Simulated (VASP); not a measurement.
Consider the following.

```
BN
1.0
    1.26215    -2.18611     0.00000
    1.26215     2.18611     0.00000
    0.00000     0.00000     9.03040
B N
2 2
Direct
  0.33333   0.66667   0.25000
  0.66667   0.33333   0.75000
  0.66667   0.33333   0.25000
  0.33333   0.66667   0.75000
```

Calculation: RPBE GGA, VASP's PBE PAW potentials (set 64) (plane waves; VASP). Run with 520 eV cut-off, Gaussian smearing of 0.050 eV, potentials B N.

Without a dispersion term in the relaxation, distances and binding between the weakly bound layers, chains or molecules are unreliable, and so is what depends on them.

Task: Give the energies of bands 3 to 11 at the high-symmetry points, in eV from the valence-band maximum.

Result: 
| band | Γ | M | K | A | L | H |
|---|---|---|---|---|---|---|
| 3 | -5.27 | -8.80 | -7.75 | -5.10 | -8.80 | -7.75 |
| 4 | -4.92 | -8.80 | -7.74 | -5.10 | -8.80 | -7.75 |
| 5 | -1.34 | -4.08 | -7.16 | -1.34 | -4.08 | -7.16 |
| 6 | -1.34 | -4.08 | -7.16 | -1.34 | -4.08 | -7.16 |
| 7 | -1.34 | -0.94 | 0.00 | -1.34 | -0.88 | 0.00 |
| 8 | -1.34 | -0.81 | 0.00 | -1.34 | -0.88 | 0.00 |
| 9 | 4.45 | 4.70 | 4.69 | 5.47 | 4.82 | 4.68 |
| 10 | 7.25 | 4.96 | 4.69 | 5.47 | 4.82 | 4.68 |
| 11 | 9.17 | 9.37 | 11.77 | 10.96 | 9.55 | 12.35 |

The gap is indirect, 4.45 eV, from the valence maximum at H to the conduction minimum at Γ.

The compound is BN in the hex structure. It was relaxed first, which changed the volume by +38 %.
